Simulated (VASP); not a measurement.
Input:

```
Ge
1.0
    0.00000     2.82211     2.82211
    2.82211     0.00000     2.82211
    2.82211     2.82211     0.00000
Ge
2
Direct
  0.00000   0.00000   0.00000
  0.25000   0.25000   0.25000
```

Calculation: r2SCAN+rVV10, VASP's PBE PAW potentials (set 64) (plane waves; VASP 6.6.1). Numerical set-up: 400 eV cut-off, 9×9×9 Γ-centred mesh, tetrahedra with Blöchl corrections, potentials Ge_d.

Estimate the energy per atom (σ→0), band gap (over mesh and band path) with the smallest direct gap where there is one.

| Item | Result |
|---|---|
| band gap (over mesh and band path) | 0.45 eV |
| smallest direct gap (over mesh and band path) | 0.48 eV |
| energy per atom (σ→0) | -13.452 eV/atom |

Only differences to runs with the same potentials and settings are physical.

The structure comes from a measured Ge entry (Fd-3m) of the Crystallography Open Database, whose conditions weren't checked. It was relaxed first.
